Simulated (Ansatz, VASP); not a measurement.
Two plane-wave programs on Al2CdPt4

```
CELL_PARAMETERS angstrom
0.00000 5.25360 0.00000
5.25360 0.00000 0.00000
2.62680 2.62680 -4.87214
ATOMIC_POSITIONS crystal
Pt 0.37000 0.38000 0.74000
Pt 0.62000 0.11000 0.26000
Pt 0.89000 0.88000 0.74000
Pt 0.12000 0.63000 0.26000
Cd 0.50000 0.50000 0.00000
Al 0.75000 0.25000 0.50000
Al 0.00000 0.00000 0.00000
```

The cell was built by a generator and needn't be a form met in nature.

Alike in both runs: task single point; functional LDA; k mesh 4 × 4 × 4; occupations gaussian, width 0.2445 eV; no spin polarisation.

|  | VASP | Ansatz |
| --- | --- | --- |
| version | VASP 6.6.1 | Ansatz 0.2.0 |
| potentials or method | VASP PAW LDA potentials, release 64 (Pt, Cd, Al) | PAW plane waves |
| plane-wave cutoff (eV) | 520 | 420 |
| valence electrons in the cell | 58 | 98 |

```tsv
	VASP	Ansatz	Ansatz less VASP
gap on the k mesh at the Fermi level (eV)	none	none	-
pressure (GPa)	26.9	25.6	-1.30
largest component of the traceless stress (GPa)	3.79	3.69	-0.100
rms of the force components (eV/Å)	2.419	2.312	-0.1069
```

Atom by atom the forces differ by 0.118 eV/Å (rms over components). A gap of «none» marks a metal or a gap that the smearing closes. The two sets of potentials don't hold the same shells in valence.

Caveats: so large a pressure means that the cell lies far from this level's equilibrium, or that cutoff or potentials fall short (VASP); forces of over 1 eV/Å show positions far from the minimum, so gaps and moduli don't describe the material at rest. Spin-orbit coupling is left out, which matters for the levels of Pt.
